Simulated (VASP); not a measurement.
Output of a VASP run:

File OSZICAR:
```
...
DAV:   6    -0.244143543145E+02   -0.21867E+01   -0.35110E+01  1356   0.132E+02    0.145E+01
DAV:   7    -0.207122038469E+02    0.37022E+01   -0.15303E+01  1448   0.104E+02    0.487E+00
DAV:   8    -0.206583174005E+02    0.53886E-01   -0.74740E-01  1260   0.735E+00    0.166E+00
DAV:   9    -0.206316007118E+02    0.26717E-01   -0.91040E-02  1436   0.673E+00    0.446E-01
DAV:  10    -0.206315037581E+02    0.96954E-04   -0.66354E-03  1440   0.119E+00    0.167E-01
DAV:  11    -0.206313240408E+02    0.17972E-03   -0.85326E-04  1492   0.654E-01    0.450E-02
DAV:  12    -0.206313239584E+02    0.82403E-07   -0.45762E-05  1564   0.947E-02    0.992E-03
DAV:  13    -0.206313245886E+02   -0.63024E-06   -0.97556E-07  1024   0.977E-03
   1 F= -.11273862E+02 E0= -.11274221E+02  d E =-.112739E+02
       N       E                     dE             d eps       ncg     rms          rms(c)
DAV:   1    -0.227055774474E+02   -0.20743E+01   -0.49359E+01  1324   0.151E+02    0.217E+01
DAV:   2    -0.257646734835E+02   -0.30591E+01   -0.71398E+01  1236   0.199E+02    0.181E+01
DAV:   3    -0.188417247003E+02    0.69229E+01   -0.28651E+01  1352   0.148E+02    0.422E+00
DAV:   4    -0.189075295351E+02   -0.65805E-01   -0.16347E+00  1200   0.104E+01    0.253E+00
DAV:   5    -0.188550017771E+02    0.52528E-01   -0.89864E-02  1512   0.624E+00    0.134E+00
DAV:   6    -0.188455530806E+02    0.94487E-02   -0.19148E-02  1392   0.145E+00    0.312E-01
DAV:   7    -0.188451435285E+02    0.40955E-03   -0.10263E-03  1552   0.614E-01    0.180E-01
DAV:   8    -0.188450828999E+02    0.60629E-04   -0.47856E-04  1620   0.297E-01    0.676E-02
DAV:   9    -0.188450763116E+02    0.65883E-05   -0.18827E-05  1432   0.511E-02    0.200E-02
DAV:  10    -0.188450758474E+02    0.46419E-06   -0.77066E-07   672   0.174E-02
   2 F= -.10836915E+02 E0= -.10837262E+02  d E =0.436947E+00
       N       E                     dE             d eps       ncg     rms          rms(c)
DAV:   1    -0.224247152446E+02   -0.35796E+01   -0.28148E+01  1224   0.117E+02    0.128E+01
DAV:   2    -0.249063095859E+02   -0.24816E+01   -0.44542E+01  1612   0.170E+02    0.183E+01
DAV:   3    -0.203947547831E+02    0.45116E+01   -0.19073E+01  1400   0.926E+01    0.440E+00
DAV:   4    -0.203752736690E+02    0.19481E-01   -0.51277E-01  1204   0.838E+00    0.280E+00
DAV:   5    -0.203224179734E+02    0.52856E-01   -0.44067E-02  1756   0.391E+00    0.757E-01
DAV:   6    -0.203210216220E+02    0.13964E-02   -0.42059E-03  1692   0.962E-01    0.408E-01
DAV:   7    -0.203209474975E+02    0.74125E-04   -0.10921E-04  1632   0.142E-01    0.255E-01
DAV:   8    -0.203209058555E+02    0.41642E-04   -0.15969E-04  1616   0.275E-01    0.286E-02
DAV:   9    -0.203209064522E+02   -0.59665E-06   -0.91115E-06  1336   0.485E-02
   3 F= -.11342256E+02 E0= -.11342639E+02  d E =-.683940E-01
       N       E                     dE             d eps       ncg     rms          rms(c)
DAV:   1    -0.203082986525E+02    0.12607E-01   -0.46693E-03  1264   0.147E+00    0.185E-01
DAV:   2    -0.203089041124E+02   -0.60546E-03   -0.87309E-03  1440   0.222E+00    0.252E-01
DAV:   3    -0.203079492207E+02    0.95489E-03   -0.40492E-03  1416   0.153E+00    0.372E-02
DAV:   4    -0.203079384704E+02    0.10750E-04   -0.70961E-05  1224   0.956E-02    0.961E-03
DAV:   5    -0.203079374334E+02    0.10370E-05   -0.30600E-06  1024   0.344E-02    0.374E-03
DAV:   6    -0.203079374044E+02    0.28985E-07   -0.49401E-07   576   0.965E-03
   4 F= -.11342391E+02 E0= -.11342776E+02  d E =-.685294E-01
```

OUTCAR:
```
------------------------ aborting loop because EDIFF is reached ----------------------------------------
  FORCE on cell =-STRESS in cart. coord.  units (eV):
  Direction    XX          YY          ZZ          XY          YZ          ZX
  --------------------------------------------------------------------------------------
  Total        8.9325858      8.9325858      8.9325858     -0.0000000     -0.0000000     -0.0000000
  in kB      448.3456409    448.3456409    448.3456409     -0.0000000     -0.0000000     -0.0000000
  external PRESSURE =      -1.6543591 kB  Pullay stress =     450.0000000 kB
  volume of cell :       31.92
      direct lattice vectors                 reciprocal lattice vectors
     0.000000000  2.517763563  2.517763563    -0.198588941  0.198588941  0.198588941
     2.517763563  0.000000000  2.517763563     0.198588941 -0.198588941  0.198588941
     2.517763563  2.517763563  0.000000000     0.198588941  0.198588941 -0.198588941
 POSITION                                       TOTAL-FORCE (eV/Angst)
 -----------------------------------------------------------------------------------
      2.51776      2.51776      0.00000        -0.000000      0.000000      0.000000
      1.25888      1.25888      1.25888         0.000000      0.000000      0.000000
      3.77665      3.77665      3.77665        -0.000000     -0.000000     -0.000000
 -----------------------------------------------------------------------------------
    total drift:                                0.000000      0.000000      0.000000
  FREE ENERGIE OF THE ION-ELECTRON SYSTEM (eV)
  ---------------------------------------------------
  free  energy   TOTEN  =       -20.3079374044 eV

  energy  without entropy=      -20.3090928324  energy(sigma->0) =      -20.30832255
  enthalpy is  TOTEN    =       -11.3423910655 eV   P V=        8.9655463388

 reached required accuracy - stopping structural energy minimisation
```
(Selected blocks of OUTCAR.)

POSCAR:
```
CoSi2
1
    0.0000000000     2.5539284703     2.5539284703
    2.5539284703     0.0000000000     2.5539284703
    2.5539284703     2.5539284703     0.0000000000
Co Si
1 2
Direct
  0.0000000000   0.0000000000   0.0000000000
  0.2500000000   0.2500000000   0.2500000000
  0.7500000000   0.7500000000   0.7500000000
```

### Question
Write an INCAR and KPOINTS that could have produced this output.

### Answer
One answer among several that fit: the input of the run itself, PBEsol GGA, plane waves, VASP's PBE PAW potentials (set 64).

### INCAR
```
SYSTEM=CoSi2
PREC=Accurate; ENCUT=500; LREAL=.False.
LASPH=.True.
EDIFF=1E-6; NELM=100; ALGO=Normal
LMAXMIX=4
ISMEAR=1; SIGMA=0.1
GGA=PS
IBRION=2; NSW=40; ISIF=3
EDIFFG=-0.02; PSTRESS=450
LWAVE=.False.; LCHARG=.False.
```

**KPOINTS**
```
kpoints
0
gamma
10 10 10
```

POTCAR, in this order: Co Si (PBE.64 set). Program: vasp_std.

Energy and stress use the plane-wave basis of the starting cell.

The compound is CoSi2 in the fluorite structure. This run relaxes it under an external pressure of 45 GPa. Symmetry was kept, so distortions that lower it aren't found. The run is not spin-polarised, so no magnetic state was tried. The electron count is odd and the run is not spin-polarised, which forces a metal.
